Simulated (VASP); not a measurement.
# LiGeN (P6_3mc) in VASP: single point with PBE

Aim: the single point of LiGeN with PBE.

Program: VASP 6.6.1. These are calculated values, not measurements. Logs are shortened: lines on timing, memory, paths and dates and some standing lists are left out, and cuts for length are marked.

### Step 1. The structure

The structure is hexagonal, space group P6_3mc (No. 186). Conventional cell: a = 3.012 Å, b = 3.012 Å, c = 9.419 Å, α = 90.00°, β = 90.00°, γ = 120.00°. Li (site symmetry 3m) has 3 N at 2.18 Å as nearest neighbours. Ge (site symmetry 3m) is surrounded by 3 N at 2.00 Å. N (site symmetry 3m) has 3 Ge at 2.00 Å and 3 Li at 2.18 Å as nearest neighbours.

The cell comes from a database or a generator and needn't be the stable form of this composition.

### Step 2. Single point, PBE

INCAR

```
ALGO     = Normal         # electronic algorithm
EDIFF    = 1E-6           # SCF threshold, eV
ENCUT    = 520            # plane-wave cutoff, eV
GGA      = PE             # functional
ISIF     = 2              # what is computed and relaxed
ISMEAR   = -1             # smearing method
LASPH    = True           # aspherical terms in the spheres
LCHARG   = True           # write CHGCAR
LELF     = True           # ELF
LREAL    = False          # projectors in reciprocal space
LVHAR    = True         
LWAVE    = False          # write WAVECAR
NBANDS   = 31             # bands
NELM     = 100            # most SCF steps
PREC     = Accurate       # precision mode
SIGMA    = 0.05           # smearing width, eV
```

KPOINTS

```
k-points
0
Gamma
  7 7 2
```

POSCAR

```
LiGeN
1.0
    3.0124100000      0.0000000000      0.0000000000
   -1.5062000000      2.6088200000      0.0000000000
    0.0000000000      0.0000000000      9.4194600000
Li Ge N
2 2 2
Direct
    0.6666666667      0.3333333333      0.7433900000
    0.3333333333      0.6666666667      0.2433900000
    0.0000000000      0.0000000000      0.4980200000
    0.0000000000      0.0000000000      0.9980200000
    0.3333333333      0.6666666667      0.6032200000
    0.6666666667      0.3333333333      0.1032200000
```

Potentials or basis: VASP PAW PBE potentials, release 64 (Li_sv, Ge_d, N).

Run with:

```
$ cat potpaw_PBE.64/Li_sv/POTCAR potpaw_PBE.64/Ge_d/POTCAR potpaw_PBE.64/N/POTCAR > POTCAR
$ mpirun -np 1 vasp_std > vasp.out
```

OUTCAR:

```text
EDIFF = 1E-6
   ENCUT = 520
   GGA = PE
   ISIF = 2
   ISMEAR = -1
   LASPH = True
   LREAL = False
   NELM = 100
   PREC = Accurate

 ion  position               nearest neighbor table
   1  0.667  0.333  0.743-   5 2.18   5 2.18   5 2.18
   2  0.333  0.667  0.243-   6 2.18   6 2.18   6 2.18
   3  0.000  0.000  0.498-   5 2.00   5 2.00   5 2.00
   4  0.000  0.000  0.998-   6 2.00   6 2.00   6 2.00
   5  0.333  0.667  0.603-   3 2.00   3 2.00   3 2.00   1 2.18   1 2.18   1 2.18
   6  0.667  0.333  0.103-   4 2.00   4 2.00   4 2.00   2 2.18   2 2.18   2 2.18

  LATTYP: Found a hexagonal cell.
 ALAT       =     3.0124100000
 C/A-ratio  =     3.1268851186

  Lattice vectors:

 A1 = (   3.0124100000,   0.0000000000,   0.0000000000)
 A2 = (  -1.5062000000,   2.6088200000,   0.0000000000)
 A3 = (   0.0000000000,   0.0000000000,   9.4194600000)

Analysis of symmetry for initial positions (statically):
=====================================================================
 Subroutine PRICEL returns:
 Original cell was already a primitive cell.

 Routine SETGRP: Setting up the symmetry group for a
 hexagonal supercell.

 Subroutine GETGRP returns: Found 12 space group operations
 (whereof  6 operations were pure point group operations)
 out of a pool of 24 trial point group operations.

The static configuration has the point symmetry C_3v.
 The point group associated with its full space group is C_6v.

Analysis of symmetry for dynamics (positions and initial velocities):
=====================================================================
 Subroutine PRICEL returns:
 Original cell was already a primitive cell.

 Routine SETGRP: Setting up the symmetry group for a
 hexagonal supercell.

 Subroutine GETGRP returns: Found 12 space group operations
 (whereof  6 operations were pure point group operations)
 out of a pool of 24 trial point group operations.

The dynamic configuration has the point symmetry C_3v.
 The point group associated with its full space group is C_6v.

 Subroutine INISYM returns: Found 12 space group operations
 (whereof  6 operations are pure point group operations),
 and found     1 'primitive' translations

----------------------------------------------------------------------------------------

                                     Primitive cell

  volume of cell :      74.0260

  direct lattice vectors                    reciprocal lattice vectors
     3.012410000  0.000000000  0.000000000     0.331960125  0.191656895  0.000000000
    -1.506200000  2.608820000  0.000000000     0.000000000  0.383315062  0.000000000
     0.000000000  0.000000000  9.419460000     0.000000000  0.000000000  0.106163198

  length of vectors
     3.012410000  3.012404394  9.419460000     0.383314349  0.383315062  0.106163198

  position of ions in fractional coordinates (direct lattice)
     0.666666667  0.333333333  0.743390000
     0.333333333  0.666666667  0.243390000
     0.000000000  0.000000000  0.498020000
     0.000000000  0.000000000  0.998020000
     0.333333333  0.666666667  0.603220000
     0.666666667  0.333333333  0.103220000

  ion indices of the primitive-cell ions
   primitive index   ion index
                 1           1
                 2           2
                 3           3
                 4           4
                 5           5
                 6           6

----------------------------------------------------------------------------------------

 KPOINTS: k-points

Automatic generation of k-mesh.
 Grid dimensions read from file:
 generate k-points for:    7    7    2

 Generating k-lattice:

  Cartesian coordinates                     Fractional coordinates (reciprocal lattice)
     0.047422875  0.027379556  0.000000000     0.142857143  0.000000000  0.000000000
     0.000000000  0.054759295  0.000000000     0.000000000  0.142857143  0.000000000
     0.000000000  0.000000000  0.053081599     0.000000000  0.000000000  0.500000000

  Length of vectors
     0.054759193  0.054759295  0.053081599

  Shift w.r.t. Gamma in fractional coordinates (k-lattice)
     0.000000000  0.000000000  0.000000000

 Subroutine IBZKPT returns following result:
 ===========================================

 Found     16 irreducible k-points:

 Following reciprocal coordinates:
            Coordinates               Weight
  0.000000  0.000000  0.000000      1.000000
  0.142857  0.000000  0.000000      6.000000
  0.285714  0.000000  0.000000      6.000000
  0.428571  0.000000  0.000000      6.000000
  0.142857  0.142857  0.000000      6.000000
  0.285714  0.142857  0.000000     12.000000
[... 8 lines left out ...]
  0.428571  0.142857  0.500000      6.000000
  0.285714  0.285714  0.500000      6.000000
   k-points           NKPTS =     16   k-points in BZ     NKDIM =     16   number of bands    NBANDS=     31
   number of dos      NEDOS =    301   number of ions     NIONS =      6
   total plane-waves  NPLWV =  40320
   dimension x,y,z NGX =    24 NGY =   24 NGZ =   70
   dimension x,y,z NGXF=    48 NGYF=   48 NGZF=  140
   ions per type =               2   2   2
   NGX,Y,Z   is equivalent  to a cutoff of  13.24, 13.24, 12.35 a.u.
   NGXF,Y,Z  is equivalent  to a cutoff of  26.49, 26.49, 24.71 a.u.
 SYSTEM =  unknown system
   PREC   = accura    normal or accurate (medium, high low for compatibility)
   ISTART =      0    job   : 0-new  1-cont  2-samecut
   ICHARG =      2    charge: 1-file 2-atom 10-const
   ISPIN  =      1    spin polarized calculation?
   LNONCOLLINEAR =      F non collinear calculations
   LSORBIT =      F    spin-orbit coupling
   LASPH  =      T    aspherical Exc in radial PAW
   ENCUT  =  520.0 eV  38.22 Ry    6.18 a.u.   5.60  5.60 17.51*2*pi/ulx,y,z
   NELM   =    100;   NELMIN=  2; NELMDL= -5     # of ELM steps
   EDIFF  = 0.1E-05   stopping-criterion for ELM
   LREAL  =      F    real-space projection
   EDIFFG = 0.1E-04   stopping-criterion for IOM
   NSW    =      0    number of steps for IOM
   IBRION =     -1    ionic relax: 0-MD 1-quasi-New 2-CG
   NFREE  =      0    steps in history (QN), initial steepest desc. (CG)
   ISIF   =      2    stress and relaxation
   ISYM   =      2    0-nonsym 1-usesym 2-fastsym
   POTIM  = 0.5000    time-step for ionic-motion
   TEBEG  =    0.0;   TEEND  =   0.0 temperature during run
   PSTRESS=    0.0 pullay stress
   NELECT =      44.0000    total number of electrons
   NUPDOWN=      -1.0000    fix difference up-down
   EMIN   =  10.00;   EMAX   =-10.00  energy-range for DOS
   EFERMI =   0.00;   METHOD = LEGACY
   ISMEAR =    -1;   SIGMA  =   0.05  broadening in eV -4-tet -1-fermi 0-gaus
   EFERMI_NEDOS =   21; number of points for ismear=-14 and -15
   IALGO  =     38    algorithm
   IMIX   =      4    mixing-type and parameters
     AMIX     =   0.40;   BMIX     =  1.00
     AMIX_MAG =   1.60;   BMIX_MAG =  1.00
  volume/ion in A,a.u.               =      12.34        83.26
  Fermi-wavevector in a.u.,A,eV,Ry     =   1.376462  2.601137 25.778257  1.894648
  Thomas-Fermi vector in A             =   2.501705
   LORBIT       =      0    0 simple, 1 ext, 2 COOP (PROOUT), +10 PAW based schemes
   GGA     = PE    functional components
   LHFCALC =     F    Hartree Fock is set to
   AEXX    =    0.0000 exact exchange contribution
   IVDW    =     0    specifies the selected vdW correction
   LEPSILON=     F    determine dielectric tensor
   LRPA    =     F    only Hartree local field effects (RPA)
 non-spin polarized calculation
  energy-cutoff  :      520.00
  volume of cell :       74.03
 maximum number of plane-waves:      2040
 NGX is ok and might be reduce to    24
   NGX = 11   NGY = 11   NGZ = 35

 number of electron      44.0000022 magnetization

 Free energy of the ion-electron system (eV)
  ---------------------------------------------------
  ext. energy  EPLUGINS =         0.00000000
  ---------------------------------------------------
  free energy    TOTEN  =       -31.36288004 eV

  energy without entropy =      -31.36288003  energy(sigma->0) =      -31.36288003

 E-fermi :   5.5018     XC(G=0): -10.4052

 val. band max:        4.6359153767   @ k =   0.1429   0.1429   0.0000
 cond. band min:       6.3468305109   @ k =   0.4286   0.0000   0.0000
 fundamental gap:      1.7109151342
 Fermi energy:         5.5018233195

 k-point     1 :       0.0000    0.0000    0.0000
  band No.  band energies     occupation
      1     -40.6058      2.00000
      2     -40.6057      2.00000
      3     -19.3850      2.00000
      4     -19.3850      2.00000
      5     -19.3850      2.00000
      6     -19.3850      2.00000
[... 23 lines left out ...]
     30      13.0002      0.00000
     31      17.0225      0.00000

 k-point     2 :       0.1429    0.0000    0.0000
  band No.  band energies     occupation
      1     -40.6029      2.00000
      2     -40.6028      2.00000
      3     -19.3958      2.00000
      4     -19.3958      2.00000
      5     -19.3672      2.00000
      6     -19.3672      2.00000
[... 23 lines left out ...]
     30      13.1502      0.00000
     31      15.2404      0.00000

 k-point     3 :       0.2857    0.0000    0.0000
  band No.  band energies     occupation
      1     -40.5962      2.00000
      2     -40.5961      2.00000
      3     -19.4231      2.00000
      4     -19.4230      2.00000
      5     -19.3272      2.00000
      6     -19.3272      2.00000
[... 23 lines left out ...]
     30      13.1248      0.00000
     31      14.5145      0.00000

 k-point     4 :       0.4286    0.0000    0.0000
  band No.  band energies     occupation
      1     -40.5908      2.00000
      2     -40.5907      2.00000
      3     -19.4470      2.00000
      4     -19.4468      2.00000
      5     -19.3038      2.00000
      6     -19.3038      2.00000
[... 23 lines left out ...]
     30      12.9141      0.00000
     31      14.8756      0.00000

 k-point     5 :       0.1429    0.1429    0.0000
  band No.  band energies     occupation
      1     -40.5980      2.00000
      2     -40.5980      2.00000
      3     -19.4086      2.00000
      4     -19.4084      2.00000
      5     -19.3457      2.00000
      6     -19.3457      2.00000
[... 23 lines left out ...]
     30      13.2753      0.00000
     31      14.3974      0.00000
[... 270 lines left out ...]
     30      13.0643      0.00000
     31      15.0785      0.00000

 k-point    14 :       0.2857    0.1429    0.5000
  band No.  band energies     occupation
      1     -40.5919      2.00000
      2     -40.5919      2.00000
      3     -19.4259      2.00000
      4     -19.4259      2.00000
      5     -19.3197      2.00000
      6     -19.3197      2.00000
[... 23 lines left out ...]
     30      12.8936      0.00000
     31      14.5180      0.00000

 k-point    15 :       0.4286    0.1429    0.5000
  band No.  band energies     occupation
      1     -40.5892      2.00000
      2     -40.5892      2.00000
      3     -19.4352      2.00000
      4     -19.4352      2.00000
      5     -19.3106      2.00000
      6     -19.3106      2.00000
[... 23 lines left out ...]
     30      12.2995      0.00000
     31      14.6051      0.00000

 k-point    16 :       0.2857    0.2857    0.5000
  band No.  band energies     occupation
      1     -40.5886      2.00000
      2     -40.5886      2.00000
      3     -19.4139      2.00000
      4     -19.4139      2.00000
      5     -19.3260      2.00000
      6     -19.3260      2.00000
[... 23 lines left out ...]
     30      13.3730      0.00000
     31      13.9167      0.00000

------------------------ aborting loop because EDIFF is reached ----------------------------------------

  FORCE on cell =-STRESS in cart. coord.  units (eV):
  Direction    XX          YY          ZZ          XY          YZ          ZX
  --------------------------------------------------------------------------------------
  -------------------------------------------------------------------------------------
  Total        0.0970365      0.0970363     -0.0087622      0.0000002     -0.0000000      0.0000000
  in kB        2.1002050      2.1001993     -0.1896447      0.0000040     -0.0000000      0.0000000
  external PRESSURE =       1.3369199 kB  Pullay stress =       0.0000000 kB

 VOLUME and BASIS-vectors are now :
 -----------------------------------------------------------------------------
  energy-cutoff  :      520.00
  volume of cell :       74.03
      direct lattice vectors                 reciprocal lattice vectors
     3.012410000  0.000000000  0.000000000     0.331960125  0.191656895  0.000000000
    -1.506200000  2.608820000  0.000000000     0.000000000  0.383315062  0.000000000
     0.000000000  0.000000000  9.419460000     0.000000000  0.000000000  0.106163198

 POSITION                                       TOTAL-FORCE (eV/Angst)
 -----------------------------------------------------------------------------------
      1.50621      0.86961      7.00233         0.000000      0.000000     -0.050336
      0.00000      1.73921      2.29260         0.000000      0.000000     -0.050336
      0.00000      0.00000      4.69108        -0.000000     -0.000000     -0.032563
      0.00000      0.00000      9.40081         0.000000      0.000000     -0.032563
      0.00000      1.73921      5.68201         0.000000      0.000000      0.082900
      1.50621      0.86961      0.97228        -0.000000     -0.000000      0.082900
 -----------------------------------------------------------------------------------
    total drift:                                0.000000      0.000000     -0.000236

  FREE ENERGIE OF THE ION-ELECTRON SYSTEM (eV)
  ---------------------------------------------------
  free  energy   TOTEN  =       -31.3628800378 eV

  energy  without entropy=      -31.3628800270  energy(sigma->0) =      -31.36288003
```

Run time: 25 s. Hardware: 1 thread of AMD EPYC 9R45 (Zen 5), shared host; peak memory 0.17 GiB.

Results:

```
Free energy            : -31.3629 eV
Largest force          : 0.083 eV/Å
Band gap on the k mesh : 1.71 eV, indirect (least direct gap 2.43 eV)
```

Forces on the atoms (eV/Å):
```
Li   0.000  0.000 -0.050
Li   0.000  0.000 -0.050
Ge   0.000  0.000 -0.033
Ge   0.000  0.000 -0.033
N    0.000  0.000  0.083
N    0.000  0.000  0.083
```

Caveat: the cutoff is under 1.25 times the usual one of these potentials, so pressure, stress and relaxed cells hold a basis-set (Pulay) error; an odd mesh through Γ misses points on the zone boundary, where band edges often lie. PBE gaps usually lie below the measured ones, often by a third to a half.
